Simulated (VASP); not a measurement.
An input for Quantum ESPRESSO's pw.x (written as the equivalent of a VASP run, and not itself run):

```
&CONTROL
  calculation = 'scf'
  pseudo_dir = './pseudo'
  outdir = './out'
  tprnfor = .true.
  tstress = .true.
/
&SYSTEM
  ibrav = 0
  nat = 4
  ntyp = 2
  ecutwfc = 92
  occupations = 'tetrahedra'
  input_dft = 'pbesol'
/
&ELECTRONS
  conv_thr = 7.3e-09
  electron_maxstep = 100
/
ATOMIC_SPECIES
  Cu 63.546 Cu.upf
  Au 196.967 Au.upf
CELL_PARAMETERS angstrom
    -0.0000000    2.0083521    2.0083521
     2.0083521   -0.0000000    2.0083521
     7.8910165    7.8910165    0.1423918
ATOMIC_POSITIONS crystal
  Cu   0.0000000  0.0000000  0.0000000
  Au   0.0266967  0.0266967  0.2299775
  Au   0.0000000  0.0000000  0.5000000
  Au   0.9733033  0.9733033  0.7700225
K_POINTS automatic
  15 15 4 0 0 0
```

**Question.** Write the VASP files for the same calculation (PBEsol).

**Answer.** This is not unique; one that fits is 
File POSCAR:
```
Au3Cu
1
   -0.0000000000     2.0083520732     2.0083520732
    2.0083520732    -0.0000000000     2.0083520732
    7.8910165256     7.8910165256     0.1423917676
Cu Au
1 3
Direct
  0.0000000000   0.0000000000   0.0000000000
  0.0266966726   0.0266966726   0.2299774956
  0.0000000000   0.0000000000   0.5000000000
  0.9733033274   0.9733033274   0.7700225044
```

File KPOINTS:
```
Automatic
0
G
 15 15 4
0 0 0
```

**INCAR**
```
ALGO = Normal
EDIFF = 1E-7
ENCUT = 400
GGA = PS
ISIF = 2
ISMEAR = -5
LASPH = .TRUE.
LCHARG = .TRUE.
LMAXMIX = 6
LORBIT = 11
LREAL = .FALSE.
LWAVE = .FALSE.
NEDOS = 601
NELM = 100
PREC = Accurate
SYSTEM = Au3Cu
```

POTCAR, in this order: Cu Au (PBE.64 set). Program: vasp_std.

The two are equivalent in intent, not identical: the potentials are each code's own (VASP's PAW set, PseudoDojo norm-conserving files in pw.x), so ENCUT and ecutwfc are chosen apart and not converted; conv_thr bounds pw.x's estimated SCF error, while EDIFF bounds the energy change between steps.

The structure was generated: Au3Cu was put into an ordered model structure (R-3m), which need not be its known phase. It was relaxed first.
